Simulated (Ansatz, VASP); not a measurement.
## ZrSi2P4 (ZrSi2P4 monolayer) in two plane-wave programs

Wanted: the spread between two codes on one cell, functional and k mesh. The cell is taken from a series of runs on this material, whose earlier steps may have relaxed, scaled, displaced or heated it; both programs get it as it stands.

Calculated with Ansatz 0.2.0; plane waves, with VASP 6.6.1 beside it; single point at PBE with D3(BJ).

**1. The starting structure**

The cell holds 7 atoms: 4 P, 2 Si and 1 Zr. Its edges and angles: a = 3.578 Å, b = 3.578 Å, c = 27.556 Å, α = 90.0°, β = 90.0°, γ = 120.0°. Vacuum lies along c.

**2. VASP: single point, PBE with D3(BJ)**

With cell and atoms fixed, the geometry can't cause a difference; cores, projectors, grids and the points listed under the comparison can.

Lines of VASP's logs that name or quote its potential files are left out, and so is its time.

Contents of INCAR:

```
SYSTEM = ZrSi2P4
PREC = Accurate
ENCUT = 400
EDIFF = 1E-06
NELM = 120
ISMEAR = -1
SIGMA = 0.02585
LREAL = .FALSE.
ALGO = Normal
GGA = PE
IVDW = 12
NBANDS = 27
LASPH = .TRUE.
LORBIT = 11
LWAVE = .FALSE.
LCHARG = .FALSE.
ISIF = 2
LDIPOL = .TRUE.
IDIPOL = 3
DIPOL = 0.5 0.5 0.5
LVHAR = .TRUE.
GGA_COMPAT = .FALSE.
NELMDL = -8
KPAR = 2
```

Contents of POSCAR:

```
ZrSi2P4
1.0
    3.5775461329      0.0000000000      0.0000000000
   -1.7887730665      3.0982458343      0.0000000000
    0.0000000000      0.0000000000     27.5558370598
P Si Zr
4 2 1
Direct
    0.0000000000      0.0000000000      0.3266095666
    0.3333333333      0.6666666667      0.4431244185
    0.3333333333      0.6666666667      0.5568755815
    0.0000000000      0.0000000000      0.6733904334
    0.3333333333      0.6666666667      0.3622576149
    0.3333333333      0.6666666667      0.6377423851
    0.0000000000      0.0000000000      0.5000000000
```

Contents of KPOINTS:

```
Automatic mesh
0
Gamma
18 18 1
0 0 0
```

PAW data sets: P, Si and Zr_sv (PBE family, release 64).

The run is started by

```
mpirun -np 2 vasp_std
```

Numbers of over 12 decimals in the logs are rounded to 6 here.

Output:

```text
[banner, memory and clock lines left out]
running    2 mpi-ranks, on    1 nodes
 distrk:  each k-point on    1 cores,    2 groups
 distr:  one band on    1 cores,    1 groups

 POSCAR found type information on POSCAR P SiZr
 POSCAR found :  3 types and       7 ions
 LDA part: xc-table for (Slater+PW92), standard interpolation
 POSCAR, INCAR and KPOINTS ok, starting setup
 FFT: planning ... GRIDC
 FFT: planning ... GRID_SOFT
 FFT: planning ... GRID
 WAVECAR not read
 entering main loop
       N       E                     dE             d eps       ncg     rms          rms(c)
DAV:   1     0.238542268594E+03    0.23854E+03   -0.14691E+04  2222   0.962E+02
DAV:   2    -0.211456787496E+02   -0.25969E+03   -0.25446E+03  2659   0.236E+02
DAV:   3    -0.438511360218E+02   -0.22705E+02   -0.22471E+02  2958   0.650E+01
DAV:   4    -0.453239377447E+02   -0.14728E+01   -0.14679E+01  3417   0.142E+01
DAV:   5    -0.453937855404E+02   -0.69848E-01   -0.69842E-01  2892   0.204E+00
DAV:   6    -0.453948749871E+02   -0.10894E-02   -0.10894E-02  3025   0.346E-01
DAV:   7    -0.453949221793E+02   -0.47192E-04   -0.47191E-04  3068   0.502E-02
DAV:   8    -0.453949230583E+02   -0.87909E-06   -0.87898E-06  2804   0.896E-03    0.184E+01
DAV:   9    -0.436028007369E+02    0.17921E+01   -0.62046E+00  2308   0.107E+01    0.854E+00
DAV:  10    -0.434625301621E+02    0.14027E+00   -0.11128E+00  2822   0.508E+00    0.322E+00
DAV:  11    -0.434547172335E+02    0.78129E-02   -0.29506E-01  2670   0.275E+00    0.111E+00
DAV:  12    -0.434490324366E+02    0.56848E-02   -0.45186E-02  2806   0.930E-01    0.528E-01
DAV:  13    -0.434488220968E+02    0.21034E-03   -0.50948E-03  2628   0.351E-01    0.244E-01
DAV:  14    -0.434488393185E+02   -0.17222E-04   -0.84702E-04  2692   0.169E-01    0.536E-02
[...]
DAV:  18    -0.434489620066E+02   -0.49485E-04   -0.54882E-06  2080   0.826E-03    0.547E-03
DAV:  19    -0.434490299888E+02   -0.67982E-04   -0.10430E-05  2061   0.919E-03    0.383E-03
DAV:  20    -0.434490543924E+02   -0.24404E-04   -0.18218E-06  2035   0.425E-03    0.365E-03
DAV:  21    -0.434490731719E+02   -0.18780E-04   -0.11226E-06  1864   0.390E-03    0.112E-03
DAV:  22    -0.434490834252E+02   -0.10253E-04   -0.33777E-07  1632   0.203E-03    0.123E-03
DAV:  23    -0.434490856545E+02   -0.22294E-05   -0.43551E-08  1409   0.971E-04    0.597E-04
DAV:  24    -0.434490890602E+02   -0.34057E-05   -0.10933E-07  1547   0.854E-04    0.313E-04
DAV:  25    -0.434490894652E+02   -0.40497E-06   -0.24894E-08  1427   0.445E-04
   1 F= -.45757593E+02 E0= -.45756099E+02  d E =-.298679E-02
```

Parts of OUTCAR (step 2):

```text
ion  position               nearest neighbor table
   1  0.000  0.000  0.327-   5 2.29   5 2.29   5 2.29
   2  0.333  0.667  0.443-   5 2.23   7 2.59   7 2.59   7 2.59
   3  0.333  0.667  0.557-   6 2.23   7 2.59   7 2.59   7 2.59
   4  0.000  0.000  0.673-   6 2.29   6 2.29   6 2.29
   5  0.333  0.667  0.362-   2 2.23   1 2.29   1 2.29   1 2.29
   6  0.333  0.667  0.638-   3 2.23   4 2.29   4 2.29   4 2.29
   7  0.000  0.000  0.500-   2 2.59   3 2.59   2 2.59   3 2.59   2 2.59   3 2.59

  LATTYP: Found a hexagonal cell.
 ALAT       =     3.5775461329
 C/A-ratio  =     7.7024407334

 Subroutine GETGRP returns: Found 12 space group operations
 (whereof 12 operations were pure point group operations)

The static configuration has the point symmetry D_3h.

 Found     37 irreducible k-points:

   k-points           NKPTS =     37   k-points in BZ     NKDIM =     37   number of bands    NBANDS=     27

   dimension x,y,z NGX =    24 NGY =   24 NGZ =  180
   dimension x,y,z NGXF=    48 NGYF=   48 NGZF=  360

   ENCUT  =  400.0 eV  29.40 Ry    5.42 a.u.   5.83  5.83 44.94*2*pi/ulx,y,z

   NELECT =      40.0000    total number of electrons

 k-points in reciprocal lattice and weights: Automatic mesh
   0.00000000  0.00000000  0.00000000       0.003
   0.05555556  0.00000000  0.00000000       0.019
   0.11111111  0.00000000  0.00000000       0.019
   0.16666667  0.00000000  0.00000000       0.019
   0.22222222  0.00000000  0.00000000       0.019
   0.27777778  0.00000000  0.00000000       0.019
   0.33333333  0.00000000  0.00000000       0.019
   0.38888889 -0.00000000  0.00000000       0.019
   0.44444444  0.00000000  0.00000000       0.019
[...]
0.33333333  0.27777778  0.00000000       0.037
   0.33333333  0.33333333  0.00000000       0.006

 dipolmoment           0.000000      0.000000     -0.000000 electrons x Angstroem

 average (electrostatic) potential at core
       1 -88.4532       2 -87.8084       3 -87.8084       4 -88.4532       5 -90.0374
       6 -90.0374       7 -83.4295

 E-fermi :  -0.2614

 k-point     1 :       0.0000    0.0000    0.0000
  band No.  band energies     occupation
    ...
     14      -1.4704      2.00000
     15      -1.4704      2.00000
     16      -1.2367      2.00000
     17      -1.2367      2.00000
     18      -1.1715      2.00000
     19      -0.2248      0.39063
     20      -0.2248      0.39062
     21       0.4443      0.00000
     22       2.3273      0.00000
     23       2.4606      0.00000
    ...

 k-point     2 :       0.0556    0.0000    0.0000
  band No.  band energies     occupation
    ...
     16      -1.4331      2.00000
     17      -1.2500      2.00000
     18      -1.1848      2.00000
     19      -0.3045      1.68231
     20      -0.2871      1.45962
     21       0.4787      0.00000
     22       2.4873      0.00000
     23       2.5054      0.00000
     24       2.7255      0.00000
     25       2.7392      0.00000
    ...

 k-point     3 :       0.1111    0.0000    0.0000
  band No.  band energies     occupation
    ...
     16      -1.7634      2.00000
     17      -1.2497      2.00000
     18      -1.2144      2.00000
     19      -0.5345      1.99995
     20      -0.4547      1.99887
     21       0.4815      0.00000
     22       2.2852      0.00000
     23       2.3447      0.00000
     24       2.8819      0.00000
     25       3.0412      0.00000
    ...

 Edisp (eV)   -2.30850

  Total      -0.05263    -0.05263    -0.19919     0.00000     0.00000     0.00000
  in kB      -0.27608    -0.27608    -1.04488     0.00000     0.00000     0.00000
  external pressure =       -0.53 kB  Pullay stress =        0.00 kB

  energy-cutoff  :      400.00
  volume of cell :      305.43
      direct lattice vectors                 reciprocal lattice vectors
     3.577546133  0.000000000  0.000000000     0.279521203  0.161381642  0.000000000
    -1.788773066  3.098245834  0.000000000     0.000000000  0.322763284  0.000000000
     0.000000000  0.000000000 27.555837060     0.000000000  0.000000000  0.036289952

 POSITION                                       TOTAL-FORCE (eV/Angst)
 -----------------------------------------------------------------------------------
      0.00000      0.00000      9.00000         0.000000      0.000000      0.022606
     -0.00000      2.06550     12.21066         0.000000      0.000000     -0.014895
     -0.00000      2.06550     15.34517         0.000000     -0.000000      0.014895
      0.00000      0.00000     18.55584         0.000000     -0.000000     -0.022606
     -0.00000      2.06550      9.98231        -0.000000     -0.000000     -0.003538
     -0.00000      2.06550     17.57353         0.000000     -0.000000      0.003538
      0.00000      0.00000     13.77792        -0.000000     -0.000000     -0.000000
 -----------------------------------------------------------------------------------
    total drift:                               -0.000000      0.000000     -0.000000

  FREE ENERGIE OF THE ION-ELECTRON SYSTEM (eV)
  ---------------------------------------------------
  free  energy   TOTEN  =       -45.7575928892 eV

  energy  without entropy=      -45.7546060972  energy(sigma->0) =      -45.75609949

 vacuum level on the upper side and lower side of the slab         5.267         5.267

 total charge
# of ion       s       p       d       tot
------------------------------------------
    1        1.061   1.459   0.000   2.520
    2        1.030   1.553   0.000   2.583
    3        1.030   1.553   0.000   2.583
    4        1.061   1.459   0.000   2.520
    5        0.739   0.868   0.000   1.607
    6        0.739   0.868   0.000   1.607
    7        2.175   6.013   1.672   9.860
--------------------------------------------------
tot          7.836  13.771   1.672  23.279

[... 3 further parts left out ...]
```

**3. Ansatz: single point, PBE with D3(BJ)**

Ansatz runs on its default PAW (the set named soft_2) files.

The same cell, functional, mesh and smearing now go to Ansatz, which takes its cutoff from its data sets.

Contents of input.yaml:

```yaml
crystal:
  lattice:
    - [3.5775461329, 0.0, 0.0]
    - [-1.7887730665, 3.0982458343, 0.0]
    - [0.0, 0.0, 27.5558370598]
  atoms:
    - { symbol: P, position: [0.0, 0.0, 0.3266095666] }
    - { symbol: Si, position: [0.3333333333, 0.6666666667, 0.3622576149] }
    - { symbol: P, position: [0.3333333333, 0.6666666667, 0.4431244185] }
    - { symbol: Zr, position: [0.0, 0.0, 0.5] }
    - { symbol: P, position: [0.3333333333, 0.6666666667, 0.5568755815] }
    - { symbol: Si, position: [0.3333333333, 0.6666666667, 0.6377423851] }
    - { symbol: P, position: [0.0, 0.0, 0.6733904334] }
kpoints:
  mp_grid: { grid: [18, 18, 1] }
  band_path:
    path: [[0, 0, 0], [0.5, 0, 0], [0.33333333, 0.33333333, 0], [0, 0, 0]]
    npoints: 16
hamiltonian:
  xc: pbe
  dispersion: d3bj
scf:
  occupations: { method: fermi_dirac, width: 0.02585 }
  convergence: { dr2_threshold: 1.0e-10 }
efield:
  axis: 3
  dipole_correction: true
  ramp_position: 0.97
  ramp_width: 0.06
  amplitude: 0
output:
  dos: { projected: true, e_range: [-6, 5] }
  write_potential: true
  write_density: true
  volumetric_format: npy
  elf: true
```

The run is started by

```
ansatz run input.yaml --threads 2 --pin off --max-ram 3072MiB --backend cpu --events-out ev --progress --plain --runs-dir out
```

Output:

```text
Engine: ansatz 0.2.0, aarch64-unknown-linux-gnu
Pseudopotentials: kind: paw
Pseudopotential: P, paw, valence charge 5, recommended cutoff 420 eV (normal), P.paw.azcp
Pseudopotential: Si, paw, valence charge 4, recommended cutoff 420 eV (normal), Si.paw.azcp
Pseudopotential: Zr, paw, valence charge 12, recommended cutoff 420 eV (normal), Zr.paw.azcp
Functional definition: PBE
  parameter kappa = 0.804
  parameter beta = 0.066725
  exchange = pbe_x(kappa = kappa, mu = beta*pi^2/3)
  correlation = pbe_c(beta = beta)
Crystal: 7 atoms, lattice volume = 305.432 Å³
Basis set: ecut = 420 eV, 5883 PW (Γ)
Bands: 27, of which v1, the nominal top of the filled ones, is band 20 counted from 1 (19 counted from 0)
Symmetry: 6 space group operations
k-points: 37 of 324 (time reversal used)
Non-local potential: P, projectors of the file, l = 0: 2, l = 1: 2, l = 2: 2
Non-local potential: Si, projectors of the file, l = 0: 2, l = 1: 2, l = 2: 2
Non-local potential: Zr, projectors of the file, l = 0: 3, l = 1: 2, l = 2: 2, l = 3: 2
PAW form: soft (Blöchl's): semilocal exchange-correlation on the pseudo side does not see the compensation charge
PAW one-centre angular grid: P, 110 points (default); XC on 64 Gauss nodes
PAW one-centre angular grid: Si, 110 points (default); XC on 64 Gauss nodes
PAW one-centre angular grid: Zr, 590 points (default); XC on 64 Gauss nodes
Initial density: superposition of atomic densities (neutral atoms: chi_scale 0, normalization atom), corrected by the library's trained network
Initial wavefunctions: pseudopotential atomic-orbital guess
Functional: x = pbe(κ = 0.804, μ = 0.219515), c = pbe(β = 0.066725)
SCF iter   1: F=—  HF=-8483.081408 eV  |F-HF|=—  |Δ(HF+E_count)|=         —  Δρ=3.83e-3  dr2=1.15e-1  ethr=1.77e-3  p=0.000 e·Å  D=3.88e-14 V/Å  ΔV_dip=-0.00 eV  dr2_dipole=8.15e-9  V_vac-E_F(+/−)=5.44/5.44 eV  ⟨swp⟩=10.3  Hψ=6966  notcnv=0  defer=7
efield: sawtooth ramp at fractional position 0.9700 (set: `efield.ramp_position`, or a place that a band, a saddle search or an elastic batch's reference lends), width 0.0600; the density the first Hamiltonian is built on has a dipole p = 0.000 e·Å; the dipole correction subtracts the counter field D = 3.88e-14 V/Å, which shifts the + side's vacuum level by -0.00 eV against the − side's; the planar-averaged density in the ramp window peaks in size at 8.1e-6 e/Å³
preconditioner: auto → LDOS  [metal: Δε(μ)=0.031 eV  Ē_g=7.744 eV  σ=0.026 eV  W_gap=0.28  n_scr=16 (ndim 8)  ℏωp=12.0 eV  f_vac=0.518  D(μ)=1.39/eV (n_scr^D=6)  β→1.0]
SCF iter   2: F=—  HF=-8483.097462 eV  |F-HF|=—  |Δ(HF+E_count)|=   1.61e-2  Δρ=3.09e-3  dr2=2.09e-1  ethr=2.87e-4  p=0.000 e·Å  D=1.56e-6 V/Å  ΔV_dip=-0.00 eV  dr2_dipole=2.08e-8  V_vac-E_F(+/−)=5.38/5.38 eV  ⟨swp⟩=3.7  Hψ=2224  notcnv=0  defer=57
SCF iter   3: F=—  HF=-8483.070537 eV  |F-HF|=—  |Δ(HF+E_count)|=   2.69e-2  Δρ=5.43e-4  dr2=2.60e-3  ethr=2.87e-4  p=-0.000 e·Å  D=-2.54e-6 V/Å  ΔV_dip=0.00 eV  dr2_dipole=2.61e-9  V_vac-E_F(+/−)=5.56/5.56 eV  ⟨swp⟩=3.0  Hψ=1607  notcnv=0  defer=57
SCF iter   4: F=—  HF=-8483.070600 eV  |F-HF|=—  |Δ(HF+E_count)|=   6.26e-5  Δρ=1.46e-4  dr2=1.21e-4  ethr=6.49e-6  p=0.000 e·Å  D=1.06e-5 V/Å  ΔV_dip=-0.00 eV  dr2_dipole=7.28e-9  V_vac-E_F(+/−)=5.53/5.53 eV  ⟨swp⟩=2.1  Hψ=1680  notcnv=0  defer=58
SCF iter   5: F=—  HF=-8483.070621 eV  |F-HF|=—  |Δ(HF+E_count)|=   2.12e-5  Δρ=6.27e-5  dr2=7.26e-5  ethr=3.02e-7  p=-0.000 e·Å  D=-1.02e-5 V/Å  ΔV_dip=0.00 eV  dr2_dipole=9.10e-9  V_vac-E_F(+/−)=5.55/5.55 eV  ⟨swp⟩=2.3  Hψ=1575  notcnv=0  defer=58
SCF iter   6: F=—  HF=-8483.070613 eV  |F-HF|=—  |Δ(HF+E_count)|=   8.19e-6  Δρ=2.80e-5  dr2=5.25e-6  ethr=1.81e-7  p=0.000 e·Å  D=2.42e-6 V/Å  ΔV_dip=-0.00 eV  dr2_dipole=2.92e-10  V_vac-E_F(+/−)=5.54/5.54 eV  ⟨swp⟩=2.0  Hψ=1314  notcnv=0  defer=58
SCF iter   7: F=—  HF=-8483.070616 eV  |F-HF|=—  |Δ(HF+E_count)|=   2.98e-6  Δρ=1.00e-5  dr2=1.92e-7  ethr=1.31e-8  p=0.000 e·Å  D=2.62e-7 V/Å  ΔV_dip=-0.00 eV  dr2_dipole=6.70e-12  V_vac-E_F(+/−)=5.54/5.54 eV  ⟨swp⟩=2.2  Hψ=1471  notcnv=0  defer=58
SCF iter   8: F=—  HF=-8483.070715 eV  |F-HF|=—  |Δ(HF+E_count)|=   9.95e-5  Δρ=1.98e-6  dr2=1.19e-8  ethr=4.81e-10  p=0.000 e·Å  D=8.34e-8 V/Å  ΔV_dip=-0.00 eV  dr2_dipole=2.22e-12  V_vac-E_F(+/−)=5.54/5.54 eV  ⟨swp⟩=2.1  Hψ=1716  notcnv=0  defer=56
SCF iter   9: F=—  HF=-8483.070715 eV  |F-HF|=—  |Δ(HF+E_count)|=   1.77e-8  Δρ=2.41e-7  dr2=2.77e-10  ethr=2.98e-11  p=-0.000 e·Å  D=-2.73e-7 V/Å  ΔV_dip=0.00 eV  dr2_dipole=7.15e-14  V_vac-E_F(+/−)=5.54/5.54 eV  ⟨swp⟩=2.5  Hψ=1769  notcnv=0  defer=56
SCF iter  10: F=—  HF=-8483.070715 eV  |F-HF|=—  |Δ(HF+E_count)|=  3.86e-10  Δρ=1.07e-7  dr2=1.66e-10  ethr=1.00e-12  p=0.000 e·Å  D=6.73e-7 V/Å  ΔV_dip=-0.00 eV  dr2_dipole=1.10e-11  V_vac-E_F(+/−)=5.54/5.54 eV  ⟨swp⟩=11.2  Hψ=3952  notcnv=0
SCF iter  11: F=-8483.070715 eV  HF=-8483.070715 eV  |F-HF|=2.18e-11  |Δ(HF+E_count)|=  3.64e-12  Δρ=4.33e-8  dr2=1.30e-11  ethr=1.00e-12  p=-0.000 e·Å  D=-2.42e-7 V/Å  ΔV_dip=0.00 eV  dr2_dipole=4.54e-12  V_vac-E_F(+/−)=5.54/5.54 eV  ⟨swp⟩=1.0  Hψ=2356  notcnv=0
SCF 1 converged in 11 iterations: F = -8483.070715 eV  dr2 = 1.30e-11
  greatest PAW one-centre occupation: 0.996 electrons in one spin orbital (limit 2), on the Zr atom at site 3 (counted from 0), in its partial waves of l = 0
NSCF: frozen V_eff on 49 k-points
efield: sawtooth ramp at fractional position 0.9700 (kept from the solve that this one continues, or follows in the run), width 0.0600; the density the first Hamiltonian is built on has a dipole p = -0.000 e·Å; the dipole correction subtracts the counter field D = -2.42e-7 V/Å, which shifts the + side's vacuum level by +0.00 eV against the − side's; the planar-averaged density in the ramp window peaks in size at 1.8e-7 e/Å³
WARN: The output density's exchange-correlation potential varies sharply where the density is thin. Do not read a vacuum level from v_tot or v_xc, or from such a field of the output density. On a cell that repeats whose density bears no net charge and no dipole along the vacuum's axis use v_es (v_loc + v_h of the components); under efield.dipole_correction with no amplitude use v_es + v_field, which holds any externa [...]
SCF converged after 11 iterations
Free energy (F): -8483.070715 eV
Harris-Foulkes:  -8483.070715 eV  (|F-HF|=2.18e-11)
Internal energy: -8483.067736 eV  (E = F + TS)
E sigma→0 (E₀):  -8483.069226 eV
Entropy (-TS):   -0.002979 eV (-0.426 meV/atom)
Fermi energy:    0.426893 eV
Dipole field:    D = 0.000002 V/Å  (p = 0.000004 e·Å, saw-weighted, corrected)
Work function:   Φ+ = 5.5403 eV   Φ− = 5.5404 eV
Levels:          The Fermi level and band energies are counted from a zero that moves with the ramp; work functions are not
--- Per-component energies (eV) ---
  E_band       = -397.516924
  E_kinetic    = 699.231824
  E_local      = -23909.976575  (includes V_loc(G=0)·N_el)
  E_nonlocal   = 266.196961
  E_hartree    = 11595.971131
  E_xc         = -519.735418
  E_vxc        = -529.647276  (∫ρ·V_xc dr)
  E_paw        = -6256.854890  (= ΣΔE_a)
  E_vpaw       = -115.263940  (= ΣTr[D̂ρ^β])
  E_aug_tail   = 0.000050  (compensation charges beyond the density's cutoff)
  E_efield     = 0.000000  (sawtooth field / dipole correction)
  E_vefield    = 0.000000  (∫n·V_field dr)
  E_ewald      = 9644.407957
  E_disp       = -2.308775  (pairwise vdW)
  E_smearing   = -0.002979  (= −TS)
  E_closure    = -0.000000  (closes the sum)
  Σ components = -8483.070715   (vs F -8483.070715, Δ=0.00e0)
--- Band table (eV; the first three rows and the last of 37) ---
  k-point 0: bands = [... 16 lower, -0.5547, -0.4815, 0.4629, 0.4629, 1.1289, 2.9936, 3.1296, 3.3294, ... 3 higher]
  k-point 1: bands = [... 16 lower, -0.5665, -0.4941, 0.3835, 0.4006, 1.1647, 3.1598, 3.1813, 3.4062, ... 3 higher]
  k-point 2: bands = [... 16 lower, -0.5584, -0.5283, 0.1539, 0.2330, 1.1689, 2.9626, 3.0213, 3.5643, ... 3 higher]
  k-point 36: bands = [... 16 lower, -2.0640, -1.9347, -0.7282, 0.0121, 1.7277, 2.6782, 2.6856, 3.3080, ... 3 higher]
```

**4. Comparison**

Known differences besides the potentials themselves: the cutoff is 420 eV in Ansatz and 400 eV in VASP. Total energies have different zeros and are not compared.

Both answers:

```tsv
quantity	Ansatz	VASP	difference
work function, lower of the two faces (eV)	5.54	5.53	+0.01
work function, higher of the two faces (eV)	5.54	5.53	+0.01
```

With vacuum in the cell, a pressure given here is an average over mostly empty space and none of the material.

**5. Summary of results**

```json
{
  "difference in work function, higher of the two faces (single point, PBE with D3(BJ))": "0.012 eV"
}
```

In words: The difference in work function, higher of the two faces is 0.012 eV (single point, PBE with D3(BJ)). How closely two codes agree says nothing of how well the functional describes the real material.

[Lines on the potential files, build, host, timing and source positions are cut from VASP's logs without a mark.]

[Logs are printed without paths, hosts, clocks, repeated set-up lines and the standing remarks that a program may print on its own settings, such as how far it seeks lower states.]

[Hosts, paths, dates, database ids (printed as entryN), source tags and the programs' standing remarks are cut or masked in the printed files.]
